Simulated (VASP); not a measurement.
Here is the system:

```xyz
2
Lattice="0.0000 3.1600 3.1600 3.1600 0.0000 3.1600 3.1600 3.1600 0.0000" Properties=species:S:1:pos:R:3 pbc="T T T"
Sn     0.0000     0.0000     0.0000
Te     3.1600     3.1600     3.1600
```

Method: revPBE GGA, VASP's PBE PAW potentials (set 64) (plane waves; VASP). Numerical set-up: 520 eV cut-off, 7×7×7 Γ-centred mesh, Gaussian smearing of 0.050 eV, potentials Sn_d Te.

Energy and stress use the plane-wave basis of the starting cell.

Q: The ions, cell shape and volume are relaxed. Which structure does the run end with?

A: 
```xyz
2
Lattice="0.0000 3.2296 3.2296 3.2296 0.0000 3.2296 3.2296 3.2296 0.0000" Properties=species:S:1:pos:R:3 pbc="T T T"
Sn     0.0000     0.0000     0.0000
Te     3.2296     3.2296     3.2296
```
Space group Fm-3m (225), at a tolerance of 0.03 Å.

Q: How do energy and volume change from the first to the last step?

A: The energy (σ→0) changes by -17.5 meV/atom and the volume by +6.8 %, in 3 ionic steps.

The compound is SnTe in the rock salt structure, which distorts at low temperature. This run relaxes it. Symmetry was kept, so distortions that lower it aren't found.
